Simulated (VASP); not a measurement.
# Bi2S2O: structure and properties in VASP, part 2 of 2

What structure does Bi2S2O take at this level, and what are its properties? Left out of this account: 1 further run (bands with TB-mBJ: it diverged and was aborted). The start is a computed cell from the Materials Project.

VASP 6.6.1, plane waves and PAW; the level of theory is named at each step.

So far, gap on the k-mesh (eV): step 2 (relaxing cell and atoms (optB86b-vdW)) 1.09; step 5 (density of states (optB86b-vdW)) 0.997; step 6 (optical spectrum (optB86b-vdW)) 0.997. The relaxed cell has a = 3.965, c = 13.926 Å (conventional setting).

## Step 7: Bands along the symmetry lines (optB86b-vdW + SOC)

This step: optB86b-vdW, spin-orbit coupling; plane waves and PAW (Bi_d, S, O) (VASP 6.6.1).

Levels along the symmetry lines show where the bands peak and cross; KPOINTS_OPT computes them in the converged potential. Spin-orbit coupling needs spinors and the noncollinear program, where each band holds one electron.

The input, INCAR:

```
SYSTEM = Bi2S2O
PREC = Accurate
ENCUT = 520
EDIFF = 1E-06
NELM = 100
ISMEAR = 0
SIGMA = 0.05
LREAL = .FALSE.
ALGO = Normal
GGA = MK
AGGAC = 0
LUSE_VDW = .TRUE.
PARAM1 = 0.1234
PARAM2 = 1
LASPH = .TRUE.
LNONCOLLINEAR = .TRUE.
MAGMOM = 0 0 0 0 0 0 0 0 0 0 0 0 0 0 0 0 0 0 0 0 0 0 0 0 0 0 0 0 0 0
NBANDS = 118
GGA_COMPAT = .FALSE.
LSORBIT = .TRUE.
LORBIT = 11
LWAVE = .FALSE.
LCHARG = .FALSE.
KPAR = 8
```

The input, POSCAR:

```
Bi2S2O
1.0
    3.9648120617      0.0000000000      0.0000000000
    0.0000000000      3.9648120617      0.0000000000
    0.0000000000      0.0000000000     13.9264111794
Bi S O
4 4 2
Direct
    0.0000000000      0.5000000000      0.8681890592
    0.5000000000      0.0000000000      0.1318109408
    0.5000000000      0.0000000000      0.5910601621
    0.0000000000      0.5000000000      0.4089398379
    0.5000000000      0.0000000000      0.8947185854
    0.0000000000      0.5000000000      0.1052814146
    0.0000000000      0.5000000000      0.6869864213
    0.5000000000      0.0000000000      0.3130135787
    0.0000000000      0.0000000000      0.5000000000
    0.5000000000      0.5000000000      0.5000000000
```

The input, KPOINTS:

```
Automatic mesh
0
Gamma
6 6 2
0 0 0
```

The input, KPOINTS_OPT:

```
Line mode
12
Line-mode
Reciprocal
  0.00000000   0.00000000   0.00000000 GAMMA
  0.00000000   0.50000000   0.00000000 X

  0.00000000   0.50000000   0.00000000 X
  0.50000000   0.50000000   0.00000000 M

  0.50000000   0.50000000   0.00000000 M
  0.00000000   0.00000000   0.00000000 GAMMA

  0.00000000   0.00000000   0.00000000 GAMMA
  0.00000000   0.00000000   0.50000000 Z

  0.00000000   0.00000000   0.50000000 Z
  0.00000000   0.50000000   0.50000000 R

  0.00000000   0.50000000   0.50000000 R
  0.50000000   0.50000000   0.50000000 A

  0.50000000   0.50000000   0.50000000 A
  0.00000000   0.00000000   0.50000000 Z

  0.00000000   0.50000000   0.00000000 X
  0.00000000   0.50000000   0.50000000 R

  0.50000000   0.50000000   0.00000000 M
  0.50000000   0.50000000   0.50000000 A
```

Potentials, in the order of the species: Bi_d, S and O (PBE family, release 64).

Launch:

```
$ mpirun -np 8 vasp_ncl
```

Run time: 12 min. Hardware: 8 MPI ranks of Intel Xeon 6975P-C (Granite Rapids), shared host; peak memory 14 GiB; 1.6 h of CPU time.

VASP adds spin-orbit coupling inside the spheres on scalar-relativistic partial waves, which describe the 6p1/2 states imperfectly, so such gaps can be off by a tenth of an eV or more.

This step gave:

```yaml
bands: 118
irreducible_k_points: 20
free_energy_toten: -29.42 eV
fermi_energy: 5.789 eV
pressure: 0.3735 GPa
least_gap_on_mesh_and_path: 0.5164 eV
least_direct_gap_on_mesh_and_path: 0.5164 eV
valence_top_at_k: 0, 0.4545, 0
conduction_bottom_at_k: 0, 0.4545, 0
least_direct_gap_at_k: 0, 0.4545, 0
```

On-site spin-orbit energy by atom:

```csv
atom,on-site spin-orbit energy (eV)
Bi1,-1.31
Bi2,-1.31
Bi3,-1.05
Bi4,-1.05
S5,0.00
S6,0.00
S7,-0.01
S8,-0.01
O9,0.00
O10,0.00
```

The electronic bands at the labelled points (eV, zero at the valence-band top; v1 is the highest filled band, c1 the lowest empty one):

```csv
point,v4,v3,v2,v1,c1,c2,c3,c4
Γ,-0.89,-0.89,-0.80,-0.80,1.21,1.21,1.83,1.83
0.45 of the way,-0.77,-0.77,-0.70,-0.70,2.04,2.04,2.18,2.18
X,-0.07,-0.07,-0.07,-0.07,0.56,0.56,0.56,0.56
0.45 of the way,-0.79,-0.79,-0.73,-0.73,2.23,2.23,2.25,2.25
M,-1.18,-1.18,-1.18,-1.18,2.73,2.73,2.73,2.73
0.55 of the way,-0.45,-0.45,-0.40,-0.40,1.23,1.23,1.47,1.47
Γ,-0.89,-0.89,-0.80,-0.80,1.21,1.21,1.83,1.83
0.55 of the way,-0.87,-0.87,-0.79,-0.79,1.26,1.26,1.89,1.89
Z,-0.87,-0.87,-0.78,-0.78,1.31,1.31,1.91,1.91
0.45 of the way,-0.73,-0.73,-0.58,-0.58,1.84,1.84,2.39,2.39
R,-0.06,-0.06,-0.06,-0.06,0.56,0.56,0.56,0.56
0.45 of the way,-1.09,-1.09,-1.04,-1.04,2.34,2.34,2.45,2.45
A,-1.04,-1.04,-1.04,-1.04,2.84,2.84,2.84,2.84
0.55 of the way,-0.49,-0.49,-0.28,-0.28,1.20,1.20,1.41,1.41
Z,-0.87,-0.87,-0.78,-0.78,1.31,1.31,1.91,1.91
jump to X,-0.07,-0.07,-0.07,-0.07,0.56,0.56,0.56,0.56
0.45 of the way,-0.07,-0.07,-0.07,-0.07,0.56,0.56,0.56,0.56
R,-0.06,-0.06,-0.06,-0.06,0.56,0.56,0.56,0.56
jump to M,-1.18,-1.18,-1.18,-1.18,2.73,2.73,2.73,2.73
0.45 of the way,-1.12,-1.12,-1.12,-1.12,2.77,2.77,2.77,2.77
A,-1.04,-1.04,-1.04,-1.04,2.84,2.84,2.84,2.84
```

Of the projections kept (Bi, S, O), the largest for each band there; the rest of the weight can lie on other orbitals:

```csv
point,v4,v3,v2,v1,c1,c2,c3,c4
Γ,S 0.82,S 0.82,S 0.86,S 0.86,Bi 0.78,Bi 0.78,Bi 0.70,Bi 0.70
X,S 0.63,S 0.63,S 0.63,S 0.63,Bi 0.54,Bi 0.54,Bi 0.54,Bi 0.54
M,S 0.89,S 0.89,S 0.89,S 0.89,Bi 0.62,Bi 0.62,Bi 0.62,Bi 0.62
Γ,S 0.82,S 0.82,S 0.86,S 0.86,Bi 0.78,Bi 0.78,Bi 0.70,Bi 0.70
Z,S 0.85,S 0.85,S 0.86,S 0.86,Bi 0.77,Bi 0.77,Bi 0.66,Bi 0.66
R,S 0.64,S 0.64,S 0.64,S 0.64,Bi 0.55,Bi 0.55,Bi 0.55,Bi 0.55
```

Force by atom:

```csv
atom,x (eV/Å),y (eV/Å),z (eV/Å),size
Bi1,0.000,0.000,0.065,0.065
Bi2,0.000,0.000,-0.065,0.065
Bi3,0.000,0.000,0.115,0.115
Bi4,0.000,0.000,-0.115,0.115
S5,0.000,0.000,-0.018,0.018
S6,0.000,0.000,0.018,0.018
S7,0.000,0.000,-0.075,0.075
S8,0.000,0.000,0.075,0.075
O9,0.000,0.000,0.000,0.000
O10,0.000,0.000,0.000,0.000
```

The gap moves by -0.42 eV against optB86b-vdW, which ran on another mesh.

## Step 8: Summary of results

```
relaxed volume                                             : 21.89 Å³/atom
relaxed conventional cell a, b, c                          : 3.965, 3.965, 13.926 Å
space group after relaxing, within 0.02 Å                  : P4/nmm (No. 129)
band gap                                                   : 0.938 eV, direct
gap among the points of the DOS mesh alone, an upper bound : 0.997 eV
strongest peak of ε2, mean over directions                 : 1.87 eV
ε1 at zero frequency, no local fields, mean                : 16.2
band gap (optB86b-vdW + SOC)                               : 0.516 eV, direct
```

In words: With optB86b-vdW, Bi2S2O relaxes to 21.89 Å³/atom in space group P4/nmm (held by the symmetry of the run) and has a direct gap of 0.938 eV. Band structure (optB86b-vdW): The path shows a direct gap of 0.94 eV (valence top between Γ and X, conduction bottom between Γ and X). Bands along the symmetry lines (optB86b-vdW + SOC): The path shows a direct gap of 0.52 eV (valence top between Γ and X, conduction bottom between Γ and X). Semilocal functionals usually underestimate gaps. No search among competing phases was made, and a listed structure need not be the one stable at ambient conditions. All values are for a static lattice at zero temperature.

[Lines on the potential files, build, host, timing and source positions are cut from VASP's logs without a mark.]

[Logs are printed without paths, hosts, clocks, repeated set-up lines and the standing remarks that a program may print on its own settings, such as how far it seeks lower states.]

[Hosts, paths, dates, database ids (printed as entryN), source tags and the programs' standing remarks are cut or masked in the printed files.]

[A measured line is paired with the nearest computed mode of its activity, which favours agreement.]
